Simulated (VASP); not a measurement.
These are LDA (Ceperley-Alder, Perdew-Zunger), VASP's LDA PAW potentials (set 64) (plane waves; VASP) values and carry that method's errors.

A VASP calculation is set up with these files.

POSCAR:
```
GaN
1
    1.5950000000    -2.7626210000     0.0000000000
    1.5950000000     2.7626210000     0.0000000000
    0.0000000000     0.0000000000     5.1900000000
Ga N
2 2
Direct
  0.6666670000   0.3333330000   0.5000000000
  0.3333330000   0.6666670000   0.0000000000
  0.6666670000   0.3333330000   0.8770000000
  0.3333330000   0.6666670000   0.3770000000
```

INCAR:
```
SYSTEM = GaN
PREC = Accurate
ENCUT = 520
EDIFF = 1E-6
NELM = 100
ALGO = Normal
LREAL = .FALSE.
LASPH = .TRUE.
ISMEAR = 0
SIGMA = 0.05
LMAXMIX = 4
LWAVE = .FALSE.
LCHARG = .FALSE.
IBRION = 2
ISIF = 3
NSW = 60
EDIFFG = -0.01
```

KPOINTS:
```
Automatic mesh
0
Gamma
9 9 5
0 0 0
```

POTCAR, in this order: Ga_d N (LDA.64 set). Program: vasp_std.

Output of the run:

OSZICAR:
```
       N       E                     dE             d eps       ncg     rms          rms(c)
DAV:   1     0.274580495179E+03    0.27458E+03   -0.18484E+04  1676   0.306E+03
DAV:   2     0.244577892918E+01   -0.27213E+03   -0.26377E+03  1784   0.531E+02
DAV:   3    -0.305925695296E+02   -0.33038E+02   -0.32766E+02  1788   0.152E+02
DAV:   4    -0.319089710652E+02   -0.13164E+01   -0.13125E+01  2262   0.316E+01
DAV:   5    -0.319252931679E+02   -0.16322E-01   -0.16319E-01  1698   0.333E+00    0.106E+01
DAV:   6    -0.279085197694E+02    0.40168E+01   -0.15692E+01  2900   0.585E+01    0.320E+00
DAV:   7    -0.279488357579E+02   -0.40316E-01   -0.14514E+00  1728   0.984E+00    0.256E+00
DAV:   8    -0.279127131004E+02    0.36123E-01   -0.34333E-01  2714   0.721E+00    0.102E+00
DAV:   9    -0.278882542481E+02    0.24459E-01   -0.11563E-01  2710   0.536E+00    0.321E-01
DAV:  10    -0.278895674705E+02   -0.13132E-02   -0.58278E-03  2190   0.950E-01    0.181E-01
DAV:  11    -0.278888036096E+02    0.76386E-03   -0.37414E-03  2504   0.110E+00    0.393E-02
DAV:  12    -0.278888428961E+02   -0.39286E-04   -0.40602E-04  1718   0.144E-01    0.461E-02
DAV:  13    -0.278888701341E+02   -0.27238E-04   -0.41496E-05  2380   0.732E-02    0.682E-02
DAV:  14    -0.278888464235E+02    0.23711E-04   -0.43407E-04  2744   0.240E-01    0.432E-02
DAV:  15    -0.278888837807E+02   -0.37357E-04   -0.81840E-05  2644   0.103E-01    0.765E-02
DAV:  16    -0.278888508816E+02    0.32899E-04   -0.39536E-05  2436   0.761E-02    0.489E-02
DAV:  17    -0.278888334832E+02    0.17398E-04   -0.42320E-05  2382   0.710E-02    0.151E-02
DAV:  18    -0.278888322595E+02    0.12238E-05   -0.11980E-05  2424   0.280E-02    0.171E-03
DAV:  19    -0.278888323739E+02   -0.11447E-06   -0.73106E-07  1004   0.791E-03
   1 F= -.27888832E+02 E0= -.27888832E+02  d E =-.278888E+02
       N       E                     dE             d eps       ncg     rms          rms(c)
DAV:   1    -0.288374341682E+02   -0.94860E+00   -0.13432E+01  1954   0.834E+01    0.601E+00
DAV:   2    -0.281039167009E+02    0.73352E+00   -0.18835E+00  2162   0.379E+01    0.276E+00
DAV:   3    -0.279099973614E+02    0.19392E+00   -0.36160E-01  2530   0.124E+01    0.651E-01
DAV:   4    -0.279006102629E+02    0.93871E-02   -0.41624E-02  1658   0.194E+00    0.467E-01
DAV:   5    -0.278887105795E+02    0.11900E-01   -0.14582E-02  2566   0.119E+00    0.103E-01
DAV:   6    -0.278881604633E+02    0.55012E-03   -0.21924E-03  1890   0.536E-01    0.375E-02
DAV:   7    -0.278881519938E+02    0.84695E-05   -0.67760E-05  2226   0.689E-02    0.320E-02
DAV:   8    -0.278881504462E+02    0.15476E-05   -0.10615E-05  2590   0.452E-02    0.806E-03
DAV:   9    -0.278881494817E+02    0.96451E-06   -0.40109E-06  1840   0.210E-02
   2 F= -.27888149E+02 E0= -.27888149E+02  d E =0.682892E-03
       N       E                     dE             d eps       ncg     rms          rms(c)
DAV:   1    -0.281402506099E+02   -0.25210E+00   -0.35382E+00  1950   0.459E+01    0.290E+00
DAV:   2    -0.279684749485E+02    0.17178E+00   -0.41926E-01  2258   0.171E+01    0.141E+00
DAV:   3    -0.279163316467E+02    0.52143E-01   -0.11594E-01  2480   0.802E+00    0.291E-01
DAV:   4    -0.279144327032E+02    0.18989E-02   -0.13956E-02  1590   0.109E+00    0.239E-01
DAV:   5    -0.279127019075E+02    0.17308E-02   -0.13286E-03  2260   0.316E-01    0.156E-01
DAV:   6    -0.279112696031E+02    0.14323E-02   -0.14169E-03  2266   0.491E-01    0.132E-02
DAV:   7    -0.279112688039E+02    0.79923E-06   -0.45929E-05  2042   0.609E-02    0.404E-03
DAV:   8    -0.279112681540E+02    0.64989E-06   -0.59047E-06  2026   0.300E-02
   3 F= -.27911268E+02 E0= -.27911268E+02  d E =-.224358E-01
       N       E                     dE             d eps       ncg     rms          rms(c)
DAV:   1    -0.279113431791E+02   -0.74375E-04   -0.13585E-03  1962   0.864E-01    0.582E-02
DAV:   2    -0.279112740662E+02    0.69113E-04   -0.17506E-04  2236   0.353E-01    0.278E-02
DAV:   3    -0.279112537859E+02    0.20280E-04   -0.42078E-05  2510   0.147E-01    0.599E-03
DAV:   4    -0.279112529348E+02    0.85104E-06   -0.46737E-06  1612   0.202E-02
   4 F= -.27911253E+02 E0= -.27911253E+02  d E =-.224206E-01
       N       E                     dE             d eps       ncg     rms          rms(c)
DAV:   1    -0.279113739176E+02   -0.12013E-03   -0.99254E-03  2036   0.103E+00    0.593E-02
DAV:   2    -0.279113352378E+02    0.38680E-04   -0.44898E-04  2294   0.339E-01    0.287E-02
DAV:   3    -0.279113171706E+02    0.18067E-04   -0.44055E-05  2750   0.120E-01    0.903E-03
DAV:   4    -0.279113155987E+02    0.15720E-05   -0.10694E-05  1852   0.318E-02    0.158E-03
DAV:   5    -0.279113156420E+02   -0.43308E-07   -0.80176E-07   936   0.125E-02
   5 F= -.27911316E+02 E0= -.27911316E+02  d E =-.627072E-04
```

File OUTCAR:
```
------------------------ aborting loop because EDIFF is reached ----------------------------------------
  FORCE on cell =-STRESS in cart. coord.  units (eV):
  Direction    XX          YY          ZZ          XY          YZ          ZX
  --------------------------------------------------------------------------------------
  Total       -0.0387494     -0.0387494      0.0118912      0.0000000      0.0000000      0.0000000
  in kB       -1.3962103     -1.3962103      0.4284614      0.0000000      0.0000000      0.0000000
  external PRESSURE =      -0.7879864 kB  Pullay stress =       0.0000000 kB
  volume of cell :       44.47
      direct lattice vectors                 reciprocal lattice vectors
     1.579404475 -2.735608759  0.000000000     0.316575018 -0.182774674  0.000000000
     1.579404475  2.735608759  0.000000000     0.316575018  0.182774674 -0.000000000
     0.000000000  0.000000000  5.145730087     0.000000000  0.000000000  0.194335883
  FREE ENERGIE OF THE ION-ELECTRON SYSTEM (eV)
  ---------------------------------------------------
  free  energy   TOTEN  =       -27.9113156420 eV

  energy  without entropy=      -27.9113156420  energy(sigma->0) =      -27.91131564

 reached required accuracy - stopping structural energy minimisation
```
(Selected blocks of OUTCAR.)

CONTCAR:
```
GaN
   1.00000000000000
     1.5794044749660219   -2.7356087593844785    0.0000000000000000
     1.5794044749660219    2.7356087593844785    0.0000000000000000
     0.0000000000000000    0.0000000000000000    5.1457300866715521
  Ga              N
     2     2
Direct
     0.6666669999999968    0.3333330000000032    0.5001952526360050
     0.3333330000000032    0.6666669999999968    0.0001952526360050
     0.6666669999999968    0.3333330000000032    0.8768047473639975
     0.3333330000000032    0.6666669999999968    0.3768047473639974
```

Energy and stress use the plane-wave basis of the starting cell.

The compound is GaN in the wurtzite structure. This run relaxes it. Symmetry was kept, so distortions that lower it aren't found.
